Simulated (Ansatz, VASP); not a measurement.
# AlCo in two plane-wave programs

One calculation is typed for both programs; each brings its own data sets. How far apart do they land? The cell is taken from a series of runs on this material, whose earlier steps may have relaxed, scaled, displaced or heated it; both programs get it as it stands.

Calculated with Ansatz 0.2.0; plane waves, with VASP 6.6.1 beside it; single point at PBE.

### 1. Set-up

The structure is cubic, space group Pm-3m (No. 221). The conventional cell has a = 2.681 Å, b = 2.681 Å, c = 2.681 Å, α = 90.00°, β = 90.00°, γ = 90.00°. Al has 8 Co at 2.32 Å nearest. Nearest to Co lie 8 Al at 2.32 Å. Farther neighbours are not listed.

Structure file:

```cif
data_structure
_symmetry_space_group_name_H-M 'Pm-3m'
_symmetry_Int_Tables_number 221
_cell_length_a 2.6812
_cell_length_b 2.6812
_cell_length_c 2.6812
_cell_angle_alpha 90.000
_cell_angle_beta 90.000
_cell_angle_gamma 90.000
_cell_volume 19.27
loop_
_atom_site_label
_atom_site_type_symbol
_atom_site_symmetry_multiplicity
_atom_site_Wyckoff_symbol
_atom_site_fract_x
_atom_site_fract_y
_atom_site_fract_z
_atom_site_occupancy
Al1 Al 1 a 0.00000 0.00000 0.00000 1
Co1 Co 1 b 0.50000 0.50000 0.50000 1
```

### 2. VASP: single point, PBE, pair 1

A single point gives forces, pressure and levels at one fixed geometry, so differences don't come from the geometry; what else differs is listed under the comparison.

Lines of VASP's logs that name or quote its potential files are left out, and so is its time.

Input file INCAR:

```
SYSTEM = AlCo
PREC = Accurate
ENCUT = 600
EDIFF = 1E-06
NELM = 120
ISMEAR = -1
SIGMA = 0.05
LREAL = .FALSE.
ALGO = Normal
GGA = PE
NBANDS = 12
LASPH = .TRUE.
LORBIT = 11
LWAVE = .FALSE.
LCHARG = .FALSE.
ISIF = 2
GGA_COMPAT = .FALSE.
```

Input file POSCAR:

```
AlCo
1.0
    2.6811637600      0.0000000000      0.0000000000
    0.0000000000      2.6811637600      0.0000000000
    0.0000000000      0.0000000000      2.6811637600
Al Co
1 1
Direct
    0.0000000000      0.0000000000      0.0000000000
    0.5000000000      0.5000000000      0.5000000000
```

Input file KPOINTS:

```
Automatic mesh
0
Gamma
15 15 15
0 0 0
```

Potentials, in the order of the species: Al and Co (PBE family, release 64).

On the command line:

```sh
mpirun -np 1 vasp_std
```

Numbers of over 12 decimals in the logs are rounded to 6 here.

Output:

```text
[banner, memory and clock lines left out]
running    1 mpi-ranks, on    1 nodes
 distrk:  each k-point on    1 cores,    1 groups
 distr:  one band on    1 cores,    1 groups

 POSCAR found type information on POSCAR AlCo
 POSCAR found :  2 types and       2 ions
 LDA part: xc-table for (Slater+PW92), standard interpolation
 POSCAR, INCAR and KPOINTS ok, starting setup
 FFT: planning ... GRIDC
 FFT: planning ... GRID_SOFT
 FFT: planning ... GRID
 WAVECAR not read
 entering main loop
       N       E                     dE             d eps       ncg     rms          rms(c)
DAV:   1     0.441036418449E+02    0.44104E+02   -0.59941E+03  2928   0.125E+03
DAV:   2    -0.113124774760E+02   -0.55416E+02   -0.51136E+02  2972   0.204E+02
DAV:   3    -0.131714387491E+02   -0.18590E+01   -0.18454E+01  3464   0.435E+01
DAV:   4    -0.131988822768E+02   -0.27444E-01   -0.27435E-01  3240   0.472E+00
DAV:   5    -0.131997420437E+02   -0.85977E-03   -0.85975E-03  3572   0.916E-01    0.143E+01
DAV:   6    -0.145211215340E+02   -0.13214E+01   -0.47126E+01  3228   0.101E+02    0.135E+01
DAV:   7    -0.115393930047E+02    0.29817E+01   -0.21297E+01  3252   0.636E+01    0.231E+00
DAV:   8    -0.114951188282E+02    0.44274E-01   -0.15363E-01  3480   0.369E+00    0.108E+00
DAV:   9    -0.114817384466E+02    0.13380E-01   -0.27793E-02  3892   0.223E+00    0.259E-01
DAV:  10    -0.114815750154E+02    0.16343E-03   -0.61548E-04  3960   0.297E-01    0.178E-01
DAV:  11    -0.114815503839E+02    0.24631E-04   -0.33578E-05  3440   0.471E-02    0.230E-02
DAV:  12    -0.114815507392E+02   -0.35529E-06   -0.62936E-06  3144   0.358E-02
   1 F= -.11481551E+02 E0= -.11479312E+02  d E =-.447713E-02
```

Parts of OUTCAR (step 2):

```text
ion  position               nearest neighbor table
   1  0.000  0.000  0.000-   2 2.32   2 2.32   2 2.32   2 2.32   2 2.32   2 2.32   2 2.32   2 2.32

  LATTYP: Found a simple cubic cell.
 ALAT       =     2.6811637600

 Subroutine GETGRP returns: Found 48 space group operations
 (whereof 48 operations were pure point group operations)

The static configuration has the point symmetry O_h .

 Found    120 irreducible k-points:

   k-points           NKPTS =    120   k-points in BZ     NKDIM =    120   number of bands    NBANDS=     12

   dimension x,y,z NGX =    24 NGY =   24 NGZ =   24
   dimension x,y,z NGXF=    48 NGYF=   48 NGZF=   48

   ENCUT  =  600.0 eV  44.10 Ry    6.64 a.u.   5.35  5.35  5.35*2*pi/ulx,y,z

   NELECT =      12.0000    total number of electrons

 k-points in reciprocal lattice and weights: Automatic mesh
   0.00000000  0.00000000  0.00000000       0.000
   0.06666667  0.00000000  0.00000000       0.002
   0.13333333  0.00000000  0.00000000       0.002
   0.20000000  0.00000000  0.00000000       0.002
   0.26666667  0.00000000  0.00000000       0.002
   0.33333333  0.00000000  0.00000000       0.002
   0.40000000  0.00000000  0.00000000       0.002
   0.46666667  0.00000000  0.00000000       0.002
   0.06666667  0.06666667  0.00000000       0.004
[...]
0.46666667  0.46666667  0.40000000       0.007
   0.46666667  0.46666667  0.46666667       0.002

 average (electrostatic) potential at core
       1 -66.2610       2 -75.4306

 E-fermi :  13.2690

 k-point     1 :       0.0000    0.0000    0.0000
  band No.  band energies     occupation
    ...
      2       9.3527      2.00000
      3       9.3527      2.00000
      4      12.1623      2.00000
      5      12.1623      2.00000
      6      12.1623      2.00000
      7      20.2283      0.00000
      8      20.2283      0.00000
      9      20.2283      0.00000
     10      22.7763      0.00000
     11      22.7763      0.00000
    ...

 k-point     2 :       0.0667    0.0000    0.0000
  band No.  band energies     occupation
    ...
      2       9.3511      2.00000
      3       9.3832      2.00000
      4      12.1047      2.00000
      5      12.1047      2.00000
      6      12.1687      2.00000
      7      19.2654      0.00000
      8      20.3618      0.00000
      9      20.3618      0.00000
     10      22.7444      0.00000
     11      23.6995      0.00000
    ...

 k-point     3 :       0.1333    0.0000    0.0000
  band No.  band energies     occupation
    ...
      2       9.3253      2.00000
      3       9.4708      2.00000
      4      11.9483      2.00000
      5      11.9483      2.00000
      6      12.1868      2.00000
      7      17.6869      0.00000
      8      20.7465      0.00000
      9      20.7465      0.00000
     10      22.6504      0.00000
     11      25.1555      0.00000
    ...

  Total        5.9084680      5.9084680      5.9084680     -0.0000000      0.0000000     -0.0000000
  in kB      491.1514718    491.1514718    491.1514718     -0.0000000      0.0000000     -0.0000000
  external PRESSURE =     491.1514718 kB  Pullay stress =       0.0000000 kB

  energy-cutoff  :      600.00
  volume of cell :       19.27
      direct lattice vectors                 reciprocal lattice vectors
     2.681163760  0.000000000  0.000000000     0.372972369  0.000000000  0.000000000
     0.000000000  2.681163760  0.000000000     0.000000000  0.372972369  0.000000000
     0.000000000  0.000000000  2.681163760     0.000000000  0.000000000  0.372972369

 POSITION                                       TOTAL-FORCE (eV/Angst)
 -----------------------------------------------------------------------------------
      0.00000      0.00000      0.00000         0.000000      0.000000      0.000000
      1.34058      1.34058      1.34058         0.000000      0.000000      0.000000
 -----------------------------------------------------------------------------------
    total drift:                                0.000000     -0.000000     -0.000000

  FREE ENERGIE OF THE ION-ELECTRON SYSTEM (eV)
  ---------------------------------------------------
  free  energy   TOTEN  =       -11.4815507392 eV

  energy  without entropy=      -11.4770736083  energy(sigma->0) =      -11.47931217

 total charge
# of ion       s       p       d       tot
------------------------------------------
    1        0.425   0.522   0.000   0.948
    2        0.514   0.682   7.664   8.860
--------------------------------------------------
tot          0.939   1.204   7.664   9.807

[... 3 further parts left out ...]
```

This run has no spin polarisation, so a moment on Co, if there is one, isn't seen.

### 3. Ansatz: single point, PBE, pair 1

Ansatz runs on its default PAW (the set named soft_2) files.

The same cell, functional, mesh and smearing now go to Ansatz.

Input file input.yaml:

```yaml
crystal:
  lattice:
    - [2.68116376, 0.0, 0.0]
    - [0.0, 2.68116376, 0.0]
    - [0.0, 0.0, 2.68116376]
  atoms:
    - { symbol: Al, position: [0.0, 0.0, 0.0] }
    - { symbol: Co, position: [0.5, 0.5, 0.5] }
kpoints:
  mp_grid: { grid: [15, 15, 15] }
hamiltonian:
  xc: pbe
scf:
  occupations: { method: fermi_dirac, width: 0.05 }
  max_iter: 120
  convergence: { dr2_threshold: 1.0e-08 }
basis:
  ecutwfc: 420.0
output:
  stress: true
```

On the command line:

```sh
ansatz run input.yaml --threads 1 --pin off --max-ram 2560MiB --backend cpu --events-out ev --progress --plain --runs-dir out
```

Output:

```text
Warning: output.stress: scf.convergence.dr2_threshold = 1e-8 eV is looser than the 2e-10 eV advised for a printed stress (1e-10 eV for each atom of the cell: 2). What an SCF threshold leaves in a stress goes as its square root, and in the free energy as the threshold itself, and one threshold admits the most on a small cell: [figures from the program's tests cut] Set scf.convergence.dr2_threshold to 2e-10 eV or tighter. The threshold is an SCF's pass mark: one that does not reach it within its budget of iterations ends unconverged, or closes short of it on a stop that the run arms, and scf.convergence.dr2_threshold's page says what that costs each kind of run
Engine: ansatz 0.2.0, aarch64-unknown-linux-gnu
Pseudopotentials: kind: paw
Pseudopotential: Al, paw, valence charge 3, recommended cutoff 420 eV (normal), Al.paw.azcp
Pseudopotential: Co, paw, valence charge 17, recommended cutoff 420 eV (normal), Co.paw.azcp
Functional definition: PBE
  parameter kappa = 0.804
  parameter beta = 0.066725
  exchange = pbe_x(kappa = kappa, mu = beta*pi^2/3)
  correlation = pbe_c(beta = beta)
Crystal: 2 atoms, lattice volume = 19.274 Å³
Basis set: ecut = 420 eV, 389 PW (Γ)
Bands: 14, of which v1, the nominal top of the filled ones, is band 10 counted from 1 (9 counted from 0)
Symmetry: 48 space group operations
Space group: Pm-3m (ITA 221), of the structure as read, at distance tolerance 2.7e-5 Å
k-points: 120 of 3375
Non-local potential: Al, projectors of the file, l = 0: 2, l = 1: 2, l = 2: 1
Non-local potential: Co, projectors of the file, l = 0: 3, l = 1: 2, l = 2: 3, l = 3: 1
PAW form: soft (Blöchl's): semilocal exchange-correlation on the pseudo side does not see the compensation charge
PAW one-centre angular grid: Al, 110 points (default); XC on 64 Gauss nodes
PAW one-centre angular grid: Co, 590 points (default); XC on 64 Gauss nodes
Initial density: superposition of atomic densities (neutral atoms: chi_scale 0, normalization atom), corrected by the library's trained network
Initial wavefunctions: pseudopotential atomic-orbital guess
Functional: x = pbe(κ = 0.804, μ = 0.219515), c = pbe(β = 0.066725)
SCF iter   1: F=—  HF=-5664.334185 eV  |F-HF|=—  |Δ(HF+E_count)|=         —  Δρ=1.68e-2  dr2=3.76e-2  ethr=1.77e-3  ⟨swp⟩=5.1  Hψ=8045  notcnv=0
preconditioner: auto → none  [metal: Δε(μ)=0.030 eV  Ē_g=9.692 eV  σ=0.050 eV  W_gap=0.15  n_scr=6 (ndim 8)  ℏωp=29.3 eV  f_vac=0.000  D(μ)=0.53/eV (n_scr^D=0)  sad-step TF]
SCF iter   2: F=—  HF=-5664.330835 eV  |F-HF|=—  |Δ(HF+E_count)|=   3.35e-3  Δρ=9.26e-3  dr2=1.31e-2  ethr=1.88e-4  ⟨swp⟩=2.0  Hψ=2958  notcnv=0  defer=1
SCF iter   3: F=—  HF=-5664.328967 eV  |F-HF|=—  |Δ(HF+E_count)|=   1.87e-3  Δρ=1.38e-3  dr2=2.48e-4  ethr=6.54e-5  ⟨swp⟩=1.1  Hψ=1731  notcnv=0  defer=1
SCF iter   4: F=—  HF=-5664.328942 eV  |F-HF|=—  |Δ(HF+E_count)|=   2.45e-5  Δρ=2.48e-4  dr2=3.08e-6  ethr=1.24e-6  ⟨swp⟩=2.3  Hψ=2139  notcnv=0  defer=1
SCF iter   5: F=—  HF=-5664.328946 eV  |F-HF|=—  |Δ(HF+E_count)|=   3.90e-6  Δρ=3.15e-5  dr2=7.85e-8  ethr=1.54e-8  ⟨swp⟩=2.5  Hψ=2950  notcnv=0  defer=1
SCF iter   6: F=-5664.328946 eV  HF=-5664.328946 eV  |F-HF|=1.54e-9  |Δ(HF+E_count)|=   9.60e-9  Δρ=5.66e-6  dr2=2.16e-9  ethr=5.00e-11  ⟨swp⟩=4.2  Hψ=5651  notcnv=0
SCF 1 converged in 6 iterations: F = -5664.328946 eV  dr2 = 2.16e-9
  greatest PAW one-centre occupation: 1.000 electrons in one spin orbital (limit 2), on the Co atom at site 1 (counted from 0), in its partial waves of l = 1
SCF converged after 6 iterations
Free energy (F): -5664.328946 eV
Harris-Foulkes:  -5664.328946 eV  (|F-HF|=1.54e-9)
Internal energy: -5664.324487 eV  (E = F + TS)
E sigma→0 (E₀):  -5664.326717 eV
Entropy (-TS):   -0.004459 eV (-2.230 meV/atom)
Fermi energy:    17.952935 eV
--- Per-component energies (eV) ---
  E_band       = -224.815082
  E_kinetic    = 493.484779
  E_local      = -3443.874286  (includes V_loc(G=0)·N_el)
  E_nonlocal   = 467.896581
  E_hartree    = 1499.901038
  E_xc         = -204.394502
  E_vxc        = -241.639781  (∫ρ·V_xc dr)
  E_paw        = -1987.194539  (= ΣΔE_a)
  E_vpaw       = -500.487716  (= ΣTr[D̂ρ^β])
  E_aug_tail   = 0.000079  (compensation charges beyond the density's cutoff)
  E_ewald      = -2490.143635
  E_smearing   = -0.004459  (= −TS)
  E_closure    = 0.000000  (closes the sum)
  Σ components = -5664.328946   (vs F -5664.328946, Δ=0.00e0)
--- Stress (GPa, compression-positive) ---
       49.251405       0.000000       0.000000
        0.000000      49.251405       0.000000
        0.000000       0.000000      49.251405
  P = ⅓ Tr σ = 49.2514 GPa (492.514 kbar)
```

The run ends at a pressure of 49.25 GPa.

### 4. Differences

Known differences besides the potentials themselves: the data sets hold 20 valence electrons in Ansatz (on its default PAW (the set named soft_2) files) and 12 in VASP; the cutoff is 420 eV in Ansatz and 600 eV in VASP. Total energies have different zeros and are not compared.

Both answers:

```tsv
quantity	Ansatz	VASP	difference
pressure (GPa)	49.25	49.12	+0.14
```

### 5. VASP: single point, PBE, pair 2

A single point gives forces, pressure and levels at one fixed geometry, so differences don't come from the geometry; what else differs is listed under the comparison. The cell compared in this pair holds 23.98 Å³, against 19.27 Å³ for the pair before.

INCAR is that of step 2.

Input file POSCAR:

```
AlCo
1.0
    2.8837113200      0.0000000000      0.0000000000
    0.0000000000      2.8837113200      0.0000000000
    0.0000000000      0.0000000000      2.8837113200
Al Co
1 1
Direct
    0.0000000000      0.0000000000      0.0000000000
    0.5000000000      0.5000000000      0.5000000000
```

KPOINTS is that of step 2.

On the command line:

```sh
mpirun -np 1 vasp_std
```

Output:

```text
[... set-up lines as in an earlier step ...]
 entering main loop
       N       E                     dE             d eps       ncg     rms          rms(c)
DAV:   1     0.401986238228E+02    0.40199E+02   -0.57846E+03  2888   0.116E+03
DAV:   2    -0.118892609161E+02   -0.52088E+02   -0.48136E+02  2940   0.189E+02
DAV:   3    -0.135989820795E+02   -0.17097E+01   -0.16888E+01  3500   0.408E+01
DAV:   4    -0.136260345400E+02   -0.27052E-01   -0.27046E-01  3292   0.458E+00
[...]
DAV:  10    -0.119774694205E+02    0.39464E-03   -0.57688E-04  3368   0.214E-01    0.122E-01
DAV:  11    -0.119774588211E+02    0.10599E-04   -0.20727E-05  4080   0.476E-02    0.722E-03
DAV:  12    -0.119774586509E+02    0.17021E-06   -0.77729E-07  2436   0.594E-03
   1 F= -.11977459E+02 E0= -.11973673E+02  d E =-.757194E-02
```

OUTCAR, selected parts (step 5):

```text
  Total       -0.8322422     -0.8322422     -0.8322422     -0.0000000     -0.0000000      0.0000000
  in kB      -55.6038636    -55.6038636    -55.6038636     -0.0000000     -0.0000000      0.0000000
  external PRESSURE =     -55.6038636 kB  Pullay stress =       0.0000000 kB

 POSITION                                       TOTAL-FORCE (eV/Angst)
 -----------------------------------------------------------------------------------
      0.00000      0.00000      0.00000         0.000000      0.000000      0.000000
      1.44186      1.44186      1.44186         0.000000      0.000000      0.000000
 -----------------------------------------------------------------------------------
    total drift:                                0.000000      0.000000     -0.000000

  FREE ENERGIE OF THE ION-ELECTRON SYSTEM (eV)
  ---------------------------------------------------
  free  energy   TOTEN  =       -11.9774586509 eV

  energy  without entropy=      -11.9698867126  energy(sigma->0) =      -11.97367268

[... 1 part as in an earlier step ...]

[... 2 further parts left out ...]
[key lines of the parts left out:]
E-fermi :  10.0996
```

The run ends at a pressure of -5.56 GPa.

### 6. Ansatz: single point, PBE, pair 2

The same cell, functional, mesh and smearing now go to Ansatz.

The cell is taken from a series of runs on this material, whose earlier steps may have relaxed, scaled, displaced or heated it; both programs get it as it stands.

Changes to input.yaml since step 3:

```diff
@@ -2,5 +2,5 @@
   lattice:
-    - [2.68116376, 0.0, 0.0]
-    - [0.0, 2.68116376, 0.0]
-    - [0.0, 0.0, 2.68116376]
+    - [2.88371132, 0.0, 0.0]
+    - [0.0, 2.88371132, 0.0]
+    - [0.0, 0.0, 2.88371132]
   atoms:
```

On the command line:

```sh
ansatz run input.yaml --threads 1 --pin off --max-ram 2560MiB --backend cpu --events-out ev --progress --plain --runs-dir out
```

Output:

```text
[...]
Crystal: 2 atoms, lattice volume = 23.980 Å³
Basis set: ecut = 420 eV, 461 PW (Γ)
Bands: 14, of which v1, the nominal top of the filled ones, is band 10 counted from 1 (9 counted from 0)
Symmetry: 48 space group operations
[...]
k-points: 120 of 3375
[...]
SCF iter   1: F=—  HF=-5664.828445 eV  |F-HF|=—  |Δ(HF+E_count)|=         —  Δρ=7.77e-3  dr2=1.01e-2  ethr=1.77e-3  ⟨swp⟩=4.4  Hψ=7859  notcnv=0
[...]
SCF iter   6: F=-5664.827602 eV  HF=-5664.827602 eV  |F-HF|=6.09e-9  |Δ(HF+E_count)|=   8.38e-9  Δρ=7.99e-6  dr2=6.58e-9  ethr=5.00e-11  ⟨swp⟩=4.0  Hψ=5444  notcnv=0
SCF 1 converged in 6 iterations: F = -5664.827602 eV  dr2 = 6.58e-9
[...]
SCF converged after 6 iterations
Free energy (F): -5664.827602 eV
[...]
Internal energy: -5664.820196 eV  (E = F + TS)
E sigma→0 (E₀):  -5664.823899 eV
Entropy (-TS):   -0.007406 eV (-3.703 meV/atom)
Fermi energy:    13.883001 eV
[...]
--- Stress (GPa, compression-positive) ---
       -5.526926      -0.000000       0.000000
        0.000000      -5.526926       0.000000
        0.000000       0.000000      -5.526926
  P = ⅓ Tr σ = -5.5269 GPa (-55.269 kbar)
```

The run ends at a pressure of -5.53 GPa.

### 7. Side by side

What differs besides the data sets and the points named for the pairs above, as far as they apply: the data sets hold 20 valence electrons in Ansatz (on its default PAW (the set named soft_2) files) and 12 in VASP. Total energies have different zeros and are not compared.

The two programs side by side:

```tsv
quantity	Ansatz	VASP	difference
pressure (GPa)	-5.53	-5.56	+0.03
```

[end of part 1 of 2]

[Lines on the potential files, build, host, timing and source positions are cut from VASP's logs without a mark.]

[Logs are printed without paths, hosts, clocks, repeated set-up lines and the standing remarks that a program may print on its own settings, such as how far it seeks lower states.]

[Hosts, paths, dates, database ids (printed as entryN), source tags and the programs' standing remarks are cut or masked in the printed files.]
